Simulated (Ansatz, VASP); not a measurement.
LiMnCl3 in VASP and in Ansatz

File INCAR:

```
PREC = Accurate
ENCUT = 600
EDIFF = 1E-6
ISMEAR = 0
SIGMA = 0.1
LREAL = F
LASPH = T
NELM = 150
ALGO = Normal
ISIF = 3
LWAVE = F
LCHARG = F
ISPIN = 2
MAGMOM = 0 4 0 0 0
LORBIT = 11
LMAXMIX = 4
GGA = PE
IBRION = 2
NSW = 90
EDIFFG = -0.04
```

KPOINTS

```
Automatic mesh
0
Gamma
  4 4 4
```

POSCAR

```
LiMnCl3
1.0
    4.6038032000      0.0000000000      0.0000000000
    0.0000000000      4.6038032000      0.0000000000
    0.0000000000      0.0000000000      4.6038032000
Li Mn Cl
1 1 3
Direct
    0.5000000000      0.5000000000      0.5000000000
    0.0000000000      0.0000000000      0.0000000000
    0.5000000000      0.0000000000      0.0000000000
    0.0000000000      0.5000000000      0.0000000000
    0.0000000000      0.0000000000      0.5000000000
```

Input for Ansatz:

```yaml
crystal:
  lattice:
    - [4.6038032, 0.0, 0.0]
    - [0.0, 4.6038032, 0.0]
    - [0.0, 0.0, 4.6038032]
  atoms:
    - { symbol: Li, position: [0.5, 0.5, 0.5] }
    - { symbol: Mn, position: [0.0, 0.0, 0.0], spin: 4.0 }
    - { symbol: Cl, position: [0.5, 0.0, 0.0] }
    - { symbol: Cl, position: [0.0, 0.5, 0.0] }
    - { symbol: Cl, position: [0.0, 0.0, 0.5] }
basis:
  ecutwfc: 420
kpoints:
  mp_grid: { grid: [4, 4, 4] }
hamiltonian:
  xc: pbe
scf:
  occupations: { method: gaussian, width: 0.1 }
  lower_state_search: "off"
output:
  forces: true
  stress: true
  eigenvalues: true
  populations: true
magnetization:
  spin_polarized: true
relax:
  adjacent_minimum: "off"
  f_tol: 0.04
  max_steps: 70
  cell: { stress_tol: 0.4 }
```

Alike in both runs: task relaxation of cell and atoms; functional PBE; k mesh 4 × 4 × 4; occupations gaussian, width 0.1 eV; collinear spin.

```csv
,VASP,Ansatz
version,VASP 6.6.1,Ansatz 0.2.0
potentials or method,"VASP PAW PBE potentials, release 64 (Li_sv, Mn_pv, Cl)","scalar-relativistic, plane waves, PAW"
plane-wave cutoff (eV),600,420
valence electrons in the cell,37,39
```

```csv
,VASP,Ansatz,Ansatz less VASP
"gap on the k mesh at the Fermi level, each at its own relaxed structure (eV)",0.91,0.90,-0.012
net moment per atom (μB),1.00,1.00,0.000
size of the moment on the site where the two differ most (μB),4.46,4.35,-0.112
relaxed volume (Å³/atom),24.88,24.83,-0.054
relaxed cell length with the largest relative difference (Å),4.992,4.989,-0.0036
energy change over the relaxation (meV/atom),-162,-162,-0.4
```

Site moments also hang on the region over which each program counts them. The two sets of potentials don't hold the same shells in valence.

Caveats: the cutoff is under 1.25 times the usual one of these potentials, so pressure, stress and relaxed cells hold a basis-set (Pulay) error (VASP); the volume moved by over 15 % at a fixed basis, so the end points are rough (VASP); a cell with one magnetic atom can't hold antiferromagnetic order, which such compounds often take. As with any semilocal functional, this PBE gap is likely too small. A k mesh can miss the band edges.
